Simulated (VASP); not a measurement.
Ga:

```xyz
4
Lattice="2.2615 -3.8305 0.0000 2.2615 3.8305 0.0000 0.0000 0.0000 4.5240" Properties=species:S:1:pos:R:3 pbc="T T T"
Ga    2.2615   -2.6438    0.3664
Ga    2.2615   -1.1867    2.6284
Ga    2.2615    2.6438    4.1576
Ga    2.2615    1.1867    1.8956
```

- Program: VASP 6.6.1
- Task: relaxation of cell and atoms
- Functional: PBE
- Potentials or basis: VASP PAW PBE potentials, release 64 (Ga)
- Cutoff: 300 eV
- k mesh: 5 × 5 × 4
- Occupations: methfessel-paxton, width 0.1 eV
- Spin: no spin polarisation

At the start: pressure 2.3 GPa; volume 19.59 Å³/atom.

Question: How do energy, volume and symmetry change on relaxing?

Answer: Over 14 steps the energy falls by 7.6 meV/atom and the volume is 20.41 Å³/atom (+4.1 %); space group Cmce (No. 64, to 0.05 Å).

The path:
```csv
step,energy change (eV),largest force (eV/Å),pressure (GPa),volume (Å³)
1,0.0000,0.1442,2.25,78.38
2,-0.0239,0.0563,-0.02,81.55
3,-0.0239,0.0554,-0.04,81.59
4,-0.0254,0.0577,-0.04,81.62
5,-0.0291,0.0503,-0.05,81.73
6,-0.0211,0.0721,-0.08,81.91
7,-0.0293,0.0327,-0.06,81.77
8,-0.0294,0.0375,-0.06,81.75
9,-0.0296,0.0387,0.04,81.62
10,-0.0297,0.0300,0.02,81.65
11,-0.0299,0.0235,0.00,81.66
12,-0.0303,0.0057,-0.02,81.66
13,-0.0303,0.0190,0.02,81.60
14,-0.0304,0.0086,0.00,81.62
```

Final structure:
```
Ga
1.0
     2.31612   -3.84809    0.00000
     2.31612    3.84809    0.00000
     0.00000    0.00000    4.57913
Ga
4
Direct
  0.84272 0.15728 0.08528
  0.65728 0.34272 0.58528
  0.15728 0.84272 0.91472
  0.34272 0.65728 0.41472
```
